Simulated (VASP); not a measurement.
An input for Ansatz (written as the equivalent of a VASP run, and not itself run):

Ansatz 0.2 input:
```yaml
crystal:
  lattice:
    - [0.0000000, 2.9172000, 2.9172000]
    - [2.9172000, 0.0000000, 2.9172000]
    - [2.9172000, 2.9172000, 0.0000000]
  atoms:
    - { symbol: Li, position: [0.2500000, 0.2500000, 0.2500000] }
    - { symbol: Li, position: [0.7500000, 0.7500000, 0.7500000] }
    - { symbol: S, position: [0.0000000, 0.0000000, 0.0000000] }
kpoints:
  mp_grid: { grid: [6, 6, 6] }
hamiltonian:
  xc: pbe
  pseudopotentials: { kind: paw }
scf:
  occupations: { method: gaussian, width: 0.2 }
  max_iter: 100
output: { forces: true, stress: true, eigenvalues: true }
```

**Question.** Write the VASP files for the same calculation (PBE).

**Answer.** Several could match; the one computed here: 
### KPOINTS
```
Automatic
0
G
  6 6 6
0 0 0
```

File POSCAR:
```
Li2S
1
    0.0000000000     2.9172000000     2.9172000000
    2.9172000000     0.0000000000     2.9172000000
    2.9172000000     2.9172000000     0.0000000000
Li S
2 1
Direct
  0.2500000000   0.2500000000   0.2500000000
  0.7500000000   0.7500000000   0.7500000000
  0.0000000000   0.0000000000   0.0000000000
```

### INCAR
```
ISMEAR = 0   # Gaussian
SYSTEM = Li2S
EDIFF = 1E-6   # SCF stop (eV)
NELM = 100
LCHARG = .False.
GGA = PE
SIGMA = 0.2
ISIF = 2   # forces and stress, cell fixed
ENCUT = 520   # plane-wave cut-off (eV)
ALGO = Normal   # blocked Davidson
LWAVE = .False.
PREC = Accurate
LASPH = .True.   # aspherical one-centre terms
LREAL = .False.   # projection in real space or not
```

POTCAR, in this order: Li_sv S (PBE.64 set). Program: vasp_std.

What does not carry over: each code has its own PAW files, so the cut-off isn't converted (ENCUT is set for VASP's; basis.ecutwfc is left out, and Ansatz then takes the one that its files recommend); Ansatz stops its SCF on the density residual and VASP on the energy change (EDIFF).

The compound is Li2S in the antifluorite structure. The cell was not relaxed at this level. The run is one of a series of settings (SIGMA = 0.2 against the base run), some of them coarse on purpose.
